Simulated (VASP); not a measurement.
Output of a VASP run:

**OSZICAR**
```
       N       E                     dE             d eps       ncg     rms          rms(c)
DAV:   1    -0.338724863893E+01   -0.33872E+01   -0.17299E+03  2670   0.513E+02
DAV:   2    -0.756013423701E+01   -0.41729E+01   -0.39251E+01  4068   0.556E+01
DAV:   3    -0.758362103894E+01   -0.23487E-01   -0.22691E-01  3516   0.400E+00
DAV:   4    -0.758364642320E+01   -0.25384E-04   -0.25383E-04  3870   0.130E-01
DAV:   5    -0.758364643594E+01   -0.12739E-07   -0.12415E-07  3426   0.158E-03    0.118E+00
DAV:   6    -0.754147787835E+01    0.42169E-01   -0.53611E-03  3060   0.105E+00    0.725E-01
DAV:   7    -0.752420376478E+01    0.17274E-01   -0.60701E-03  3108   0.111E+00    0.256E-02
DAV:   8    -0.752418308762E+01    0.20677E-04   -0.12838E-05  3864   0.440E-02    0.876E-03
DAV:   9    -0.752418232674E+01    0.76088E-06   -0.25479E-06  3402   0.201E-02    0.914E-04
DAV:  10    -0.752418213466E+01    0.19209E-06   -0.70497E-09  3006   0.101E-03    0.266E-04
DAV:  11    -0.752418200359E+01    0.13106E-06   -0.32020E-09  1776   0.726E-04    0.613E-06
DAV:  12    -0.752418199935E+01    0.42431E-08   -0.15043E-10  1800   0.157E-04
   1 F= -.75241820E+01 E0= -.75241331E+01  d E =-.752418E+01
```

### OUTCAR
```
------------------------ aborting loop because EDIFF is reached ----------------------------------------
  FORCE on cell =-STRESS in cart. coord.  units (eV):
  Direction    XX          YY          ZZ          XY          YZ          ZX
  --------------------------------------------------------------------------------------
  Total       -0.4275772     -0.4275771     -0.2055643      0.0000000      0.0000000      0.0000000
  in kB      -42.0045782    -42.0045709    -20.1943458      0.0000000      0.0000000      0.0000000
  external PRESSURE =     -34.7344983 kB  Pullay stress =       0.0000000 kB
  volume of cell :       16.31
      direct lattice vectors                 reciprocal lattice vectors
     1.144686362 -1.982654767  0.000000000     0.436800871 -0.252187122  0.000000000
     1.144686362  1.982654767  0.000000000     0.436800871  0.252187122  0.000000000
     0.000000000  0.000000000  3.593063373     0.000000000  0.000000000  0.278314045
 POSITION                                       TOTAL-FORCE (eV/Angst)
 -----------------------------------------------------------------------------------
      1.14469      0.66089      0.89827        -0.000000     -0.000000      0.000000
      1.14469     -0.66089      2.69480         0.000000      0.000000      0.000000
 -----------------------------------------------------------------------------------
    total drift:                                0.000000     -0.000003      0.000005
  FREE ENERGIE OF THE ION-ELECTRON SYSTEM (eV)
  ---------------------------------------------------
  free  energy   TOTEN  =        -7.5241819993 eV

  energy  without entropy=       -7.5240352177  energy(sigma->0) =       -7.52413307

 reached required accuracy - stopping structural energy minimisation
```
(Selected blocks of OUTCAR.)

File POSCAR:
```
Be
1
    1.1446863623    -1.9826547673     0.0000000000
    1.1446863623     1.9826547673     0.0000000000
    0.0000000000     0.0000000000     3.5930633732
Be
2
Direct
  0.3333330000   0.6666670000   0.2500000000
  0.6666670000   0.3333330000   0.7500000000
```

Task: Write an INCAR and KPOINTS that could have produced this output.

Result: One answer among several that fit: the input of the run itself, PBE GGA, plane waves, VASP's PBE PAW potentials (set 64).

### KPOINTS
```
kpoints
0
G
 18 18 10
0 0 0
```

### INCAR
```
SYSTEM = Be
PREC = Accurate
ENCUT = 480
EDIFF = 1E-7
NELM = 100
ALGO = Normal
LREAL = .FALSE.
LASPH = .TRUE.
ISMEAR = 1
SIGMA = 0.1
GGA = PE
LWAVE = .FALSE.
LCHARG = .FALSE.
ISIF = 2
IBRION = 2
NSW = 30
EDIFFG = -0.01
```

POTCAR, in this order: Be (PBE.64 set). Program: vasp_std.

The compound is Be in the hcp structure. This cell was strained or had an atom moved on purpose.
